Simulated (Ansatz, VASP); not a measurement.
# HgH2: VASP beside Ansatz, part 2 of 2

Wanted: the spread between two codes on one cell, functional and k mesh. The cell is generated by rule, not measured, and may not be a known phase. The cell is taken from a series of runs on this material, whose earlier steps may have relaxed, scaled, displaced or heated it; both programs get it as it stands.

VASP 6.6.1 and Ansatz 0.2.0.

So far: Starting point; Ansatz: zone-centre phonons, PBE; VASP: zone-centre phonons, PBE.

## (3) VASP: zone-centre phonons, PBE (continued)

Level of this step: PBE; plane waves and PAW (Hg, H); invented cell (VASP).

Numbers of over 12 decimals in the logs are rounded to 6 here.

OUTCAR, selected parts (step 3):

```text
ion  position               nearest neighbor table
   1  0.000  0.000  0.000-   2 2.11   3 2.11   3 2.11   2 2.11   3 2.11   2 2.11
   2  0.333  0.667  0.174-   1 2.11   1 2.11   1 2.11
   3  0.667  0.333  0.826-   1 2.11   1 2.11   1 2.11

  LATTYP: Found a hexagonal cell.
 ALAT       =     3.2683265306
 C/A-ratio  =     1.6539857188

 Subroutine GETGRP returns: Found 12 space group operations
 (whereof 12 operations were pure point group operations)

The static configuration has the point symmetry D_3d.

 Found    131 irreducible k-points:

   k-points           NKPTS =    131   k-points in BZ     NKDIM =    131   number of bands    NBANDS=     13

   dimension x,y,z NGX =    24 NGY =   24 NGZ =   40
   dimension x,y,z NGXF=    48 NGYF=   48 NGZF=   80

   ENCUT  =  500.0 eV  36.75 Ry    6.06 a.u.   5.96  5.96  9.86*2*pi/ulx,y,z

   NELECT =      14.0000    total number of electrons

 k-points in reciprocal lattice and weights: Automatic mesh
   0.00000000  0.00000000  0.00000000       0.001
   0.08333333  0.00000000  0.00000000       0.005
   0.16666667  0.00000000  0.00000000       0.005
   0.25000000 -0.00000000  0.00000000       0.005
   0.33333333  0.00000000  0.00000000       0.005
   0.41666667  0.00000000  0.00000000       0.005
   0.50000000 -0.00000000  0.00000000       0.003
   0.08333333  0.08333333  0.00000000       0.005
   0.16666667  0.08333333  0.00000000       0.010
[...]
0.33333333  0.25000000  0.50000000       0.010
   0.33333333  0.33333333  0.50000000       0.002

 average (electrostatic) potential at core
       1 -43.9722       2 -37.2383       3 -37.2383

  Total        0.0628253      0.0628253      0.0113578      0.0000000      0.0000000      0.0000000
  in kB        2.0128266      2.0128266      0.3638851      0.0000000      0.0000000      0.0000000
  external PRESSURE =       1.4631794 kB  Pullay stress =       0.0000000 kB

  energy-cutoff  :      500.00
  volume of cell :       50.01
      direct lattice vectors                 reciprocal lattice vectors
     3.268326531  0.000000000  0.000000000     0.305966981  0.176650119  0.000000000
    -1.634163265  2.830453803  0.000000000     0.000000000  0.353300237  0.000000000
     0.000000000  0.000000000  5.405765406     0.000000000  0.000000000  0.184987680

 POSITION                                       TOTAL-FORCE (eV/Angst)
 -----------------------------------------------------------------------------------
      0.00000      0.00000      0.00000        -0.000000      0.000000      0.000000
     -0.00000      1.88697      0.93845        -0.000000     -0.000000      0.025571
      1.63416      0.94348      4.46731         0.000000      0.000000     -0.025571
 -----------------------------------------------------------------------------------
    total drift:                                0.000000      0.000000     -0.000000

 Eigenvectors and eigenvalues of the dynamical matrix
 ----------------------------------------------------

   1 f  =   27.225829 THz   171.064928 2PiTHz  908.155897 cm-1   112.596930 meV
             X         Y         Z           dx          dy          dz
      0.000000  0.000000  0.000000     0.000000   -0.000000   -0.000000
     -0.000000  1.886969  0.938453     0.000000   -0.000000   -0.707107
      1.634163  0.943485  4.467312     0.000000   -0.000000    0.707107

   2 f  =   20.619385 THz   129.555415 2PiTHz  687.788639 cm-1    85.274885 meV
             X         Y         Z           dx          dy          dz
      0.000000  0.000000  0.000000     0.000000   -0.000000    0.099460
     -0.000000  1.886969  0.938453     0.000000   -0.000000   -0.703601
      1.634163  0.943485  4.467312     0.000000   -0.000000   -0.703601

   3 f  =    0.004990 THz     0.031354 2PiTHz    0.166454 cm-1     0.020638 meV
             X         Y         Z           dx          dy          dz
      0.000000  0.000000  0.000000     0.013684   -0.994905    0.000000
     -0.000000  1.886969  0.938453     0.000971   -0.070622    0.000000
      1.634163  0.943485  4.467312     0.000971   -0.070622    0.000000

   4 f  =    0.004990 THz     0.031354 2PiTHz    0.166454 cm-1     0.020638 meV
             X         Y         Z           dx          dy          dz
      0.000000  0.000000  0.000000    -0.994905   -0.013684   -0.000000
     -0.000000  1.886969  0.938453    -0.070622   -0.000971   -0.000000
      1.634163  0.943485  4.467312    -0.070622   -0.000971   -0.000000

   5 f/i=    0.002107 THz     0.013241 2PiTHz    0.070295 cm-1     0.008715 meV
             X         Y         Z           dx          dy          dz
      0.000000  0.000000  0.000000    -0.000000   -0.000000    0.995042
     -0.000000  1.886969  0.938453    -0.000000   -0.000000    0.070329
      1.634163  0.943485  4.467312    -0.000000   -0.000000    0.070329

   6 f/i=    9.452006 THz    59.388706 2PiTHz  315.284985 cm-1    39.090338 meV
             X         Y         Z           dx          dy          dz
      0.000000  0.000000  0.000000    -0.099884   -0.000001   -0.000000
     -0.000000  1.886969  0.938453     0.703571    0.000008    0.000000
      1.634163  0.943485  4.467312     0.703571    0.000008   -0.000000

   7 f/i=    9.452006 THz    59.388706 2PiTHz  315.284985 cm-1    39.090338 meV
             X         Y         Z           dx          dy          dz
      0.000000  0.000000  0.000000    -0.000001    0.099884    0.000000
     -0.000000  1.886969  0.938453     0.000008   -0.703571    0.000000
      1.634163  0.943485  4.467312     0.000008   -0.703571    0.000000

   8 f/i=   18.603943 THz   116.892024 2PiTHz  620.560756 cm-1    76.939693 meV
             X         Y         Z           dx          dy          dz
      0.000000  0.000000  0.000000     0.000000    0.000000   -0.000000
     -0.000000  1.886969  0.938453    -0.707107   -0.000004   -0.000000
      1.634163  0.943485  4.467312     0.707107    0.000004    0.000000

   9 f/i=   18.603943 THz   116.892024 2PiTHz  620.560756 cm-1    76.939693 meV
             X         Y         Z           dx          dy          dz
      0.000000  0.000000  0.000000    -0.000000   -0.000000    0.000000
     -0.000000  1.886969  0.938453     0.000004   -0.707107   -0.000000
      1.634163  0.943485  4.467312    -0.000004    0.707107    0.000000

 ELASTIC MODULI CONTR FROM IONIC RELAXATION (kBar)
 Direction    XX          YY          ZZ          XY          YZ          ZX
 --------------------------------------------------------------------------------
 XX        -182.4711   -182.4711   -174.4432     -0.0000      0.0000      0.0000
 YY        -182.4711   -182.4711   -174.4432     -0.0000      0.0000      0.0000
 ZZ        -174.4432   -174.4432   -166.7684     -0.0000      0.0000      0.0000
 XY          -0.0000     -0.0000     -0.0000     -0.0000      0.0000      0.0000
 YZ           0.0000      0.0000      0.0000      0.0000     -0.0000     -0.0000
 ZX           0.0000      0.0000      0.0000      0.0000     -0.0000     -0.0000
 --------------------------------------------------------------------------------
```

## (4) Comparison

Known differences besides the potentials themselves: the data sets hold 22 valence electrons in Ansatz (on its default PAW (the set named soft_2) files) and 14 in VASP; the cutoff is 420 eV in Ansatz and 500 eV in VASP. Total energies have different zeros and are not compared.

The two programs side by side:

```tsv
quantity	Ansatz	VASP	difference
optical mode 1 to 2 (imaginary, printed as negative) (cm⁻¹)	-634.3	-620.6	-13.7
optical mode 3 to 4 (imaginary, printed as negative) (cm⁻¹)	-329.0	-315.3	-13.7
optical mode 5 (cm⁻¹)	683.9	687.8	-0.57 %
optical mode 6 (cm⁻¹)	898.8	908.2	-1.03 %
```

Modes are paired by rising frequency, not by their patterns, so a pair may set unlike modes beside each other; they are those without the splitting of longitudinal modes.

## (5) Summary of results

| Quantity | Value |
| --- | --- |
| r.m.s. difference of the optical zone-centre modes, each program's sorted by frequency (zone-centre phonons, PBE) | 12 cm⁻¹ |
| difference in optical mode 6 (zone-centre phonons, PBE) | -1.0 % |

What this shows: The r.m.s. difference of the optical zone-centre modes, each program's sorted by frequency is 12 cm⁻¹ (zone-centre phonons, PBE). The data sets hold unlike numbers of valence electrons (22 in Ansatz and 14 in VASP), so part of the differences comes from the potentials. Among the rows given in per cent, the largest difference of the zone-centre phonons, PBE pair is in optical mode 6, -1.0 %. Such differences can come from data sets, numerical settings and the points named under the comparisons, not from the functional's error against experiment.

[Lines on the potential files, build, host, timing and source positions are cut from VASP's logs without a mark.]

[Logs are printed without paths, hosts, clocks, repeated set-up lines and the standing remarks that a program may print on its own settings, such as how far it seeks lower states.]

[Hosts, paths, dates, database ids (printed as entryN), source tags and the programs' standing remarks are cut or masked in the printed files.]
